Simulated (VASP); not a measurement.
# SnSiH₆: harmonic vibrations of a molecule

SnSiH₆, molecule in box, 8 atoms in the cell. PBE, harmonic vibrations; PAW potentials Si, Sn_d, H (PBE set).

## Input

INCAR.step1:
```
ALGO = Normal
EDIFF = 1E-8
EDIFFG = -0.002
ENCUT = 250
IBRION = 2
ISIF = 2
ISMEAR = 0
ISYM = 0
LASPH = T
LCHARG = F
LREAL = F
LWAVE = F
NELM = 100
NSW = 60
POTIM = 0.5
PREC = Accurate
SIGMA = 0.01
```

INCAR.step2:
```
ALGO = Normal
EDIFF = 1E-8
ENCUT = 250
IBRION = 5
ISMEAR = 0
ISYM = 0
LASPH = T
LCHARG = F
LREAL = F
LWAVE = F
NELM = 100
NFREE = 2
NSW = 1
POTIM = 0.015
PREC = Accurate
SIGMA = 0.01
```

KPOINTS:
```
k-points
0
Gamma
  1 1 1
```

POSCAR.step1:
```
SiSnH6
1.0
   14.0000000000      0.0000000000      0.0000000000
    0.0000000000     12.0000000000      0.0000000000
    0.0000000000      0.0000000000     13.0000000000
Si Sn H
1 1 6
Direct
    0.4491571400      0.5182625000      0.4119923100
    0.5372714300      0.4973708300      0.5835000000
    0.3456928600      0.5377541700      0.4304230800
    0.4603642900      0.4154875000      0.3492846200
    0.4884642900      0.6141875000      0.3532846200
    0.5257500000      0.6153125000      0.6559461500
    0.6561642900      0.4739291700      0.5637307700
    0.4923500000      0.3881875000      0.6524615400
```

Commands (each step's output is kept before the next begins):
```
cat potpaw_PBE.64/Si/POTCAR potpaw_PBE.64/Sn_d/POTCAR potpaw_PBE.64/H/POTCAR > POTCAR
cp INCAR.step1 INCAR
cp POSCAR.step1 POSCAR
mpirun -np 4 vasp_gam > vasp.out
cp CONTCAR POSCAR
cp INCAR.step2 INCAR
mpirun -np 4 vasp_gam > vasp.out
```

## Result

- Vibrations (cm⁻¹; a negative value is imaginary): 2188, 2187, 2173, 1871, 1870, 1858, 911, 910, 829, 699, 697, 635, 515, 512, 310, 303, 294, 90
- Zero-point energy (eV): 1.169
- Translations and rotations, which should read zero (cm⁻¹): -19, -16, -5, 5, 13, 23
- Vibrational entropy at 298 K (meV/K): 0.459
- Displaced cells: 48
- Ionic steps, all stages: 68
- Electronic steps, all stages: 1124

VASP 6.6.1 took 1503 s on 4 cores (AMD EPYC 7R43 (Zen 3)), a shared host.
